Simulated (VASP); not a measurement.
Given:

```
CELL_PARAMETERS angstrom
      7.24888     0.00000     0.00000
      0.00000     7.24888     0.00000
      0.00000     0.00000     7.24888
ATOMIC_POSITIONS crystal
  B  0.49809 0.99921 0.99968
  B  0.74810 0.25334 0.00473
  B  0.74897 0.99875 0.25131
  B  0.99914 0.00101 0.00107
  B  0.24788 0.24800 0.00063
  B  0.50233 0.50128 0.99949
  B  0.75092 0.75289 0.99695
  B  0.24668 0.99849 0.24985
  B  0.48874 0.23457 0.25021
  B  0.74255 0.52404 0.25721
  B  0.49924 0.99465 0.50117
  B  0.74840 0.23550 0.51127
  B  0.75026 0.99849 0.75348
  B  0.99726 0.50061 0.00308
  B  0.24972 0.74893 0.99839
  B  0.99514 0.25336 0.25230
  B  0.24684 0.50066 0.24781
  B  0.49853 0.75255 0.24457
  B  0.00028 0.99956 0.50203
  B  0.24786 0.24802 0.50274
  B  0.75585 0.75272 0.50171
  B  0.24952 0.99791 0.75066
  B  0.49746 0.24785 0.75233
  B  0.75282 0.50067 0.75352
  B  0.00330 0.75283 0.24934
  B  0.00065 0.50125 0.49813
  B  0.25122 0.74670 0.49914
  B  0.99957 0.24809 0.75220
  B  0.25212 0.49779 0.74811
  B  0.50118 0.74666 0.74897
  B  0.00192 0.74903 0.75055
  N  0.62333 0.12537 0.12957
  N  0.86869 0.37889 0.13145
  N  0.87029 0.12560 0.37706
  N  0.12248 0.12631 0.12665
  N  0.37684 0.37492 0.12856
  N  0.62517 0.63444 0.11613
  N  0.87547 0.87699 0.12482
  N  0.37157 0.11860 0.37666
  N  0.88397 0.63434 0.37510
  N  0.62345 0.11820 0.62908
  N  0.87193 0.37503 0.62384
  N  0.87368 0.12626 0.87769
  N  0.12441 0.62501 0.12297
  N  0.37271 0.87679 0.12296
  N  0.12384 0.37457 0.37558
  N  0.37114 0.62662 0.36435
  N  0.62487 0.87364 0.37539
  N  0.12332 0.12331 0.62636
  N  0.37338 0.36655 0.62681
  N  0.63627 0.62669 0.62914
  N  0.87734 0.87687 0.62752
  N  0.37373 0.12326 0.87695
  N  0.62472 0.37457 0.87628
  N  0.87744 0.62514 0.87596
  N  0.12536 0.87703 0.37502
  N  0.12637 0.62309 0.62466
  N  0.37503 0.87113 0.62519
  N  0.12365 0.37479 0.87678
  N  0.37566 0.62301 0.87384
  N  0.62528 0.87688 0.87486
  N  0.12507 0.87487 0.87523
  Si 0.55093 0.46929 0.45020
```

These are HSE06 screened hybrid, VASP's PBE PAW potentials (set 64) (plane waves; VASP 6.6.1) values and carry that method's errors. Settings: PREC = Normal, LREAL = Auto, ISYM = 0, EDIFF = 1E-5, 400 eV cut-off, 1×1×1 Γ-centred mesh, Gaussian smearing of 0.050 eV, potentials B N Si.

The supercell is sampled at Γ alone, which is coarse: total energies, pressure and levels can be off, energies of defects by several tenths of an eV.

Problem. Predict the energy per atom (σ→0).

Solution. 
```
Item                             Value
---------------------  ---------------
energy per atom (σ→0)  -10.007 eV/atom
```

The cell is a supercell with a defect, built from BN (zinc blende): Si_B-vac_N. The cell's shape comes from a PBE relaxation. The run is not spin-polarised, so no state with unpaired spins was tried.
